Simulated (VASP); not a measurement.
Set up this calculation in VASP 6.6.1, as the native input.

```yaml
Task: density of states
Functional: PBE
Potentials_or_basis: VASP PAW PBE potentials, release 64 (Na_pv, Al, O)
Cutoff: 520 eV
k_mesh: 6 × 6 × 6
Occupations: gaussian, width 0.03 eV
Spin: no spin polarisation
k_mesh_for_the_DOS: 9 × 9 × 9
Occupations_for_the_DOS: tetrahedron
Further_INCAR_settings: ALGO = Fast; EDIFF = 1e-06
```

Crystal: Na3AlO3.

```xyz
7
Lattice="4.3471 0.0000 0.0000 0.0000 4.3471 0.0000 0.0000 0.0000 4.3471" Properties=species:S:1:pos:R:3 pbc="T T T"
Na    0.0000    2.1736    2.1736
Na    2.1736    0.0000    2.1736
Na    2.1736    2.1736    0.0000
Al    0.0000    0.0000    0.0000
O     2.1736    0.0000    0.0000
O     0.0000    2.1736    0.0000
O     0.0000    0.0000    2.1736
```

The cell was built by a generator and needn't be a form met in nature.

The input as run:

POSCAR

```
Na3AlO3                                 
1.0
    4.3471024464      0.0000000000      0.0000000000
    0.0000000000      4.3471024464      0.0000000000
    0.0000000000      0.0000000000      4.3471024464
  Na              Al              O             
     3     1     3
Direct
     0.0000000000000000    0.5000000000000000    0.5000000000000000
     0.5000000000000000    0.0000000000000000    0.5000000000000000
     0.5000000000000000    0.5000000000000000    0.0000000000000000
     0.0000000000000000    0.0000000000000000    0.0000000000000000
     0.5000000000000000    0.0000000000000000    0.0000000000000000
     0.0000000000000000    0.5000000000000000    0.0000000000000000
     0.0000000000000000    0.0000000000000000    0.5000000000000000
```

INCAR.step1

```
PREC = Accurate
ENCUT = 520
EDIFF = 1E-6
ISMEAR = 0
SIGMA = 0.03
LREAL = F
LASPH = T
NELM = 60
ALGO = Fast
ISIF = 2
LWAVE = F
LCHARG = T
GGA = PE
KPAR = 8
```

KPOINTS.step1

```
Automatic mesh
0
Gamma
  6 6 6
```

INCAR.step2

```
PREC = Accurate
ENCUT = 520
EDIFF = 1E-6
ISMEAR = -5
SIGMA = 0.03
LREAL = F
LASPH = T
NELM = 60
ALGO = Fast
ISIF = 2
LWAVE = F
LCHARG = F
GGA = PE
LORBIT = 10
KPAR = 8
NEDOS = 1001
ICHARG = 11
```

KPOINTS.step2

```
Automatic mesh
0
Gamma
  9 9 9
```

Potentials or basis: VASP PAW PBE potentials, release 64 (Na_pv, Al, O).

Command:

```bash
$ cat potpaw_PBE.64/Na_pv/POTCAR potpaw_PBE.64/Al/POTCAR potpaw_PBE.64/O/POTCAR > POTCAR
$ cp INCAR.step1 INCAR
$ cp KPOINTS.step1 KPOINTS
$ mpirun -np 8 vasp_std > vasp.out
$ cp INCAR.step2 INCAR
$ cp KPOINTS.step2 KPOINTS
$ mpirun -np 8 vasp_std > vasp.out
```

It gave:

The valence electrons inside the program's atomic spheres are Na 6.14; Al 0.54; O 5.01.

Wall time 9.5 s on 8 MPI ranks on AMD EPYC 9R45 96-Core Processor (Zen 5), on a shared host, peak memory 0.18 GiB a rank.
